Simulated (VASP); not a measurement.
Level of theory: PBE GGA, VASP's PBE PAW potentials (set 64) (plane waves; VASP).

Input for VASP

INCAR:
```
SYSTEM=GaP
PREC=Accurate; ENCUT=480; LREAL=.FALSE.
LASPH=.TRUE.
EDIFF=1E-7; NELM=100; ALGO=Normal
LMAXMIX=4
ISMEAR=0; SIGMA=0.05
GGA=PE
ISIF=2
LWAVE=.FALSE.; LCHARG=.FALSE.
```

**KPOINTS**
```
Automatic mesh
0
gamma
8 8 8
```

**POSCAR**
```
GaP
1
    0.0000000000     2.7504981288     2.7504981288
    2.7504981288     0.0000000000     2.7504981288
    2.7504981288     2.7504981288     0.0000000000
Ga P
1 1
Direct
  0.0000000000   0.0000000000   0.0000000000
  0.2500000000   0.2500000000   0.2500000000
```

POTCAR, in this order: Ga_d P (PBE.64 set). Program: vasp_std.

Q: What does the run give for the energy per atom (σ→0), band gap (on the k-mesh)?

A: 
```
Item                              Result
------------------------  --------------
energy per atom (σ→0)     -4.563 eV/atom
band gap (on the k-mesh)         1.59 eV
```

### OSZICAR
```
...
DAV:   8    -0.912474826311E+01   -0.15525E-03   -0.14175E-02   894   0.177E+00    0.152E-01
DAV:   9    -0.912512646260E+01   -0.37820E-03   -0.15874E-03   976   0.695E-01    0.913E-02
DAV:  10    -0.912519422843E+01   -0.67766E-04   -0.13105E-04  1067   0.123E-01    0.450E-02
DAV:  11    -0.912527022294E+01   -0.75995E-04   -0.11597E-04   804   0.112E-01    0.675E-03
DAV:  12    -0.912526940039E+01    0.82255E-06   -0.46472E-06  1027   0.350E-02    0.259E-03
DAV:  13    -0.912526979715E+01   -0.39677E-06   -0.14181E-06   874   0.118E-02    0.177E-03
DAV:  14    -0.912526976263E+01    0.34526E-07   -0.77243E-08   652   0.334E-03
   1 F= -.91252698E+01 E0= -.91252698E+01  d E =-.123062E-16
```

The compound is GaP in the zinc blende structure. It was relaxed first.
